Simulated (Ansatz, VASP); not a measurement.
Two plane-wave programs on HfMg3

```xyz
4
Lattice="4.5203 0.0000 0.0000 0.0000 4.5203 0.0000 0.0000 0.0000 4.5203" Properties=species:S:1:pos:R:3 pbc="T T T"
Hf    0.0000    0.0000    0.0000
Mg    0.0000    2.2602    2.2602
Mg    2.2602    0.0000    2.2602
Mg    2.2602    2.2602    0.0000
```

Change from the starting cell: volume scaled by 1.06.

Alike in both runs: task single point; functional PBE; k mesh 6 × 6 × 6; occupations fermi-dirac, width 0.05 eV; no spin polarisation.

|  | VASP | Ansatz |
| --- | --- | --- |
| version | VASP 6.6.1 | Ansatz 0.2.0 |
| potentials or method | VASP PAW PBE potentials, release 64 (Hf_pv, Mg) | Ansatz PAW |
| plane-wave cutoff (eV) | 520 | 420 |
| valence electrons in the cell | 16 | 56 |

Ansatz gave:

| Quantity | Value |
| --- | --- |
| gap on the k mesh at the Fermi level (eV) | none |
| pressure (GPa) | -2.9 |

Problem. Estimate VASP's values.

Solution. gap on the k mesh at the Fermi level (eV): none; pressure (GPa): -3.0.

A gap of «none» marks a metal or a gap that the smearing closes. The two sets of potentials don't hold the same shells in valence.

Spin-orbit coupling is left out, which matters for the levels of Hf.
